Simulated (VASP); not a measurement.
Calculation: PBEsol GGA, VASP's PBE PAW potentials (set 64) (plane waves; VASP 6.6.1).

VASP input:

File KPOINTS:
```
K-points
0
Gamma
  7 7 1
0 0 0
```

### POSCAR
```
Mo(111) slab
1.0
  4.4311615474   0.0000000000   0.0000000000
 -2.2155802763   3.8374978853   0.0000000000
  0.0000000000   0.0000000000  23.9655664343
Mo
10
Cart
  0.0000000000   0.0000000000   7.9124953795
  2.2155831551   1.2791646826   8.8170037879
 -0.0000018840   2.5583332027   9.7215121962
  0.0000000000   0.0000000000  10.6260206046
  2.2155831551   1.2791646826  11.5305290130
 -0.0000018840   2.5583332027  12.4350374213
  0.0000000000   0.0000000000  13.3395458297
  2.2155831551   1.2791646826  14.2440542381
 -0.0000018840   2.5583332027  15.1485626464
  0.0000000000   0.0000000000  16.0530710548
```

**INCAR**
```
! general
SYSTEM =Mo(111) slab
PREC   =Normal
ENCUT  =400
LREAL  =.False.
LASPH  =.True.

! electronic loop
EDIFF  =1E-5
NELM   =100
NELMIN =4
ALGO   =Normal
LMAXMIX=4

! smearing
ISMEAR =1
SIGMA  =0.1

! functional
GGA    =PS

! ions
IBRION =2
NSW    =50
ISIF   =2
EDIFFG =-0.03

! output
LWAVE  =.True.
LCHARG =.False.

! other
LDIPOL =.True.
IDIPOL =3
DIPOL  =0.5 0.5 0.5
```

POTCAR, in this order: Mo_sv (PBE.64 set). Program: vasp_std.

The run wrote:

**OSZICAR**
```
...
DAV:   4    -0.110613448123E+03    0.64101E-02   -0.18829E-01  1732   0.201E+00    0.694E-01
DAV:   5    -0.110608646449E+03    0.48017E-02   -0.10734E-01  1800   0.170E+00    0.631E-01
DAV:   6    -0.110603707506E+03    0.49389E-02   -0.28230E-02  1724   0.833E-01    0.128E-01
DAV:   7    -0.110603775719E+03   -0.68213E-04   -0.17239E-03  1712   0.185E-01    0.549E-02
DAV:   8    -0.110603747960E+03    0.27759E-04   -0.46365E-04  1756   0.123E-01    0.364E-02
DAV:   9    -0.110603733391E+03    0.14569E-04   -0.13451E-04  1508   0.706E-02    0.131E-02
DAV:  10    -0.110603736129E+03   -0.27381E-05   -0.15565E-05   992   0.211E-02
   5 F= -.11060374E+03 E0= -.11060101E+03  d E =-.170271E+00
       N       E                     dE             d eps       ncg     rms          rms(c)
DAV:   1    -0.110201670028E+03    0.40206E+00   -0.13002E+02  1344   0.623E+01    0.243E+00
DAV:   2    -0.110664333759E+03   -0.46266E+00   -0.48668E+00  1592   0.108E+01    0.185E+00
DAV:   3    -0.110658969819E+03    0.53639E-02   -0.45998E-01  1792   0.396E+00    0.124E+00
DAV:   4    -0.110645812278E+03    0.13158E-01   -0.23479E-01  1776   0.241E+00    0.755E-01
DAV:   5    -0.110639329477E+03    0.64828E-02   -0.11128E-01  1756   0.184E+00    0.661E-01
DAV:   6    -0.110634983889E+03    0.43456E-02   -0.27480E-02  1728   0.858E-01    0.143E-01
DAV:   7    -0.110635042819E+03   -0.58930E-04   -0.17921E-03  1764   0.195E-01    0.731E-02
DAV:   8    -0.110634986994E+03    0.55825E-04   -0.48143E-04  1728   0.129E-01    0.306E-02
DAV:   9    -0.110634983243E+03    0.37502E-05   -0.82037E-05  1568   0.544E-02
   6 F= -.11063498E+03 E0= -.11063567E+03  d E =-.201518E+00
       N       E                     dE             d eps       ncg     rms          rms(c)
DAV:   1    -0.110594847402E+03    0.40140E-01   -0.17322E+01  1352   0.227E+01    0.806E-01
DAV:   2    -0.110649862196E+03   -0.55015E-01   -0.58021E-01  1592   0.379E+00    0.652E-01
DAV:   3    -0.110648975786E+03    0.88641E-03   -0.55506E-02  1796   0.130E+00    0.460E-01
DAV:   4    -0.110647320156E+03    0.16556E-02   -0.26132E-02  1756   0.856E-01    0.271E-01
DAV:   5    -0.110647138806E+03    0.18135E-03   -0.14276E-02  1756   0.612E-01    0.258E-01
DAV:   6    -0.110646426846E+03    0.71196E-03   -0.44297E-03  1732   0.347E-01    0.554E-02
DAV:   7    -0.110646433234E+03   -0.63882E-05   -0.34116E-04  1792   0.887E-02    0.340E-02
DAV:   8    -0.110646419673E+03    0.13561E-04   -0.94305E-05  1564   0.592E-02    0.963E-03
DAV:   9    -0.110646419127E+03    0.54586E-06   -0.80901E-06   920   0.189E-02
   7 F= -.11064642E+03 E0= -.11064527E+03  d E =-.212954E+00
       N       E                     dE             d eps       ncg     rms          rms(c)
DAV:   1    -0.110546521298E+03    0.99898E-01   -0.40706E+01  1344   0.326E+01    0.134E+00
DAV:   2    -0.110677452970E+03   -0.13093E+00   -0.13845E+00  1592   0.538E+00    0.941E-01
DAV:   3    -0.110681232113E+03   -0.37791E-02   -0.12132E-01  1764   0.194E+00    0.711E-01
DAV:   4    -0.110676554294E+03    0.46778E-02   -0.81050E-02  1736   0.148E+00    0.518E-01
DAV:   5    -0.110673909877E+03    0.26444E-02   -0.30436E-02  1764   0.916E-01    0.338E-01
DAV:   6    -0.110672837636E+03    0.10722E-02   -0.97114E-03  1692   0.500E-01    0.101E-01
DAV:   7    -0.110672745439E+03    0.92197E-04   -0.11751E-03  1792   0.176E-01    0.485E-02
DAV:   8    -0.110672717894E+03    0.27545E-04   -0.21658E-04  1660   0.866E-02    0.216E-02
DAV:   9    -0.110672719940E+03   -0.20469E-05   -0.36363E-05  1272   0.344E-02
   8 F= -.11067272E+03 E0= -.11067251E+03  d E =-.263008E-01
       N       E                     dE             d eps       ncg     rms          rms(c)
DAV:   1    -0.110668717867E+03    0.40000E-02   -0.25066E+00  1344   0.810E+00    0.329E-01
DAV:   2    -0.110676545761E+03   -0.78279E-02   -0.81080E-02  1592   0.132E+00    0.243E-01
DAV:   3    -0.110676675471E+03   -0.12971E-03   -0.10960E-02  1800   0.578E-01    0.186E-01
DAV:   4    -0.110676050735E+03    0.62474E-03   -0.51521E-03  1760   0.387E-01    0.102E-01
DAV:   5    -0.110676003028E+03    0.47707E-04   -0.14420E-03  1760   0.187E-01    0.812E-02
DAV:   6    -0.110675939728E+03    0.63300E-04   -0.45466E-04  1688   0.109E-01    0.184E-02
DAV:   7    -0.110675938873E+03    0.85556E-06   -0.33786E-05  1296   0.309E-02
   9 F= -.11067594E+03 E0= -.11067549E+03  d E =-.295197E-01
       N       E                     dE             d eps       ncg     rms          rms(c)
DAV:   1    -0.110669214239E+03    0.67255E-02   -0.38149E+00  1344   0.103E+01    0.323E-01
DAV:   2    -0.110680468574E+03   -0.11254E-01   -0.11862E-01  1552   0.157E+00    0.180E-01
DAV:   3    -0.110680712339E+03   -0.24376E-03   -0.40540E-03  1848   0.305E-01    0.128E-01
DAV:   4    -0.110680803739E+03   -0.91401E-04   -0.35793E-03  1772   0.329E-01    0.127E-01
DAV:   5    -0.110680597738E+03    0.20600E-03   -0.16201E-03  1748   0.200E-01    0.542E-02
DAV:   6    -0.110680559044E+03    0.38694E-04   -0.33536E-04  1712   0.929E-02    0.178E-02
DAV:   7    -0.110680556504E+03    0.25395E-05   -0.15786E-05  1048   0.231E-02
  10 F= -.11068056E+03 E0= -.11067951E+03  d E =-.461763E-02
       N       E                     dE             d eps       ncg     rms          rms(c)
DAV:   1    -0.110680259970E+03    0.29907E-03   -0.13838E-01  1352   0.197E+00    0.612E-02
DAV:   2    -0.110680656411E+03   -0.39644E-03   -0.42334E-03  1552   0.298E-01    0.345E-02
DAV:   3    -0.110680662785E+03   -0.63736E-05   -0.12162E-04  1732   0.451E-02    0.213E-02
DAV:   4    -0.110680670620E+03   -0.78355E-05   -0.67435E-05  1352   0.433E-02
  11 F= -.11068067E+03 E0= -.11067953E+03  d E =-.473175E-02
       N       E                     dE             d eps       ncg     rms          rms(c)
DAV:   1    -0.110679587277E+03    0.10755E-02   -0.71390E-01  1344   0.445E+00    0.176E-01
DAV:   2    -0.110681673229E+03   -0.20860E-02   -0.21725E-02  1384   0.718E-01    0.119E-01
DAV:   3    -0.110681774519E+03   -0.10129E-03   -0.24479E-03  1820   0.281E-01    0.106E-01
DAV:   4    -0.110681613169E+03    0.16135E-03   -0.14814E-03  1756   0.199E-01    0.535E-02
DAV:   5    -0.110681620434E+03   -0.72650E-05   -0.37864E-04  1744   0.110E-01    0.361E-02
DAV:   6    -0.110681601785E+03    0.18650E-04   -0.13814E-04  1412   0.665E-02    0.111E-02
DAV:   7    -0.110681601072E+03    0.71306E-06   -0.86421E-06   864   0.180E-02
  12 F= -.11068160E+03 E0= -.11068047E+03  d E =-.930451E-03
       N       E                     dE             d eps       ncg     rms          rms(c)
DAV:   1    -0.110680857415E+03    0.74437E-03   -0.33348E-01  1344   0.304E+00    0.120E-01
DAV:   2    -0.110681836632E+03   -0.97922E-03   -0.10135E-02  1392   0.497E-01    0.836E-02
DAV:   3    -0.110681871456E+03   -0.34824E-04   -0.12637E-03  1824   0.204E-01    0.731E-02
DAV:   4    -0.110681790978E+03    0.80478E-04   -0.67053E-04  1588   0.135E-01    0.356E-02
DAV:   5    -0.110681798086E+03   -0.71073E-05   -0.15789E-04  1508   0.723E-02    0.238E-02
DAV:   6    -0.110681789938E+03    0.81479E-05   -0.61686E-05  1368   0.460E-02
  13 F= -.11068179E+03 E0= -.11068067E+03  d E =-.111932E-02
       N       E                     dE             d eps       ncg     rms          rms(c)
DAV:   1    -0.110680849758E+03    0.94833E-03   -0.46038E-01  1344   0.361E+00    0.137E-01
DAV:   2    -0.110682262455E+03   -0.14127E-02   -0.14306E-02  1496   0.606E-01    0.927E-02
DAV:   3    -0.110682274260E+03   -0.11805E-04   -0.22729E-03  1832   0.277E-01    0.782E-02
DAV:   4    -0.110682122840E+03    0.15142E-03   -0.85771E-04  1728   0.154E-01    0.317E-02
DAV:   5    -0.110682135830E+03   -0.12990E-04   -0.80437E-05  1548   0.481E-02    0.146E-02
DAV:   6    -0.110682134423E+03    0.14067E-05   -0.13850E-05   976   0.244E-02
  14 F= -.11068213E+03 E0= -.11068105E+03  d E =-.344486E-03
```

OUTCAR:
```
------------------------ aborting loop because EDIFF is reached ----------------------------------------
  FORCE on cell =-STRESS in cart. coord.  units (eV):
  Direction    XX          YY          ZZ          XY          YZ          ZX
  --------------------------------------------------------------------------------------
  Total       -6.6463880     -6.6463860     -1.0477002     -0.0000009      0.0000000      0.0000000
  in kB      -26.1302064    -26.1301985     -4.1190225     -0.0000034      0.0000000      0.0000000
  external PRESSURE =     -18.7931425 kB  Pullay stress =       0.0000000 kB
  volume of cell :      407.52
      direct lattice vectors                 reciprocal lattice vectors
     4.431161547  0.000000000  0.000000000     0.225674462  0.130293202  0.000000000
    -2.215580276  3.837497885  0.000000000     0.000000000  0.260586463  0.000000000
     0.000000000  0.000000000 23.965566434     0.000000000  0.000000000  0.041726533
 POSITION                                       TOTAL-FORCE (eV/Angst)
 -----------------------------------------------------------------------------------
     -2.21558      3.83750      8.18031         0.000000     -0.000000      0.010004
      2.21558      1.27916      8.88374        -0.000000      0.000000     -0.011823
     -0.00000      2.55833      9.58082         0.000000     -0.000000      0.019157
     -2.21558      3.83750     10.62762         0.000000     -0.000000     -0.013255
      2.21558      1.27916     11.47752        -0.000000      0.000000      0.010457
     -0.00000      2.55833     12.48804         0.000000     -0.000000     -0.010457
      0.00000      0.00000     13.33794         0.000000      0.000000      0.013255
      2.21558      1.27916     14.38475        -0.000000      0.000000     -0.019157
     -0.00000      2.55833     15.08182         0.000000      0.000000      0.011823
      0.00000      0.00000     15.78525         0.000000      0.000000     -0.010004
 -----------------------------------------------------------------------------------
    total drift:                                0.000000      0.000000      0.000000
  FREE ENERGIE OF THE ION-ELECTRON SYSTEM (eV)
  ---------------------------------------------------
  free  energy   TOTEN  =      -110.6821344234 eV

  energy  without entropy=     -110.6788676576  energy(sigma->0) =     -110.68104550

 reached required accuracy - stopping structural energy minimisation
```
(Selected blocks of OUTCAR.)

**CONTCAR**
```
Mo(111) slab
   1.00000000000000
     4.4311615474000003    0.0000000000000000    0.0000000000000000
    -2.2155802762999999    3.8374978852999999    0.0000000000000000
     0.0000000000000000    0.0000000000000000   23.9655664343000012
  Mo
    10
Direct
     0.0000000000000000    1.0000000000000000    0.3413360434643873
     0.6666669999999968    0.3333330000000032    0.3706877640624299
     0.3333330000000032    0.6666669999999968    0.3997742632152130
     0.0000000000000000    1.0000000000000000    0.4434538298844120
     0.6666669999999968    0.3333330000000032    0.4789172623929291
     0.3333330000000032    0.6666669999999968    0.5210827376070710
     0.0000000000000000    0.0000000000000000    0.5565461701155882
     0.6666669999999968    0.3333330000000032    0.6002257367847869
     0.3333330000000032    0.6666669999999968    0.6293122359375702
     0.0000000000000000    0.0000000000000000    0.6586639565356129
```

The cell is a thin slab with vacuum, built from Mo (bcc): (111) face.
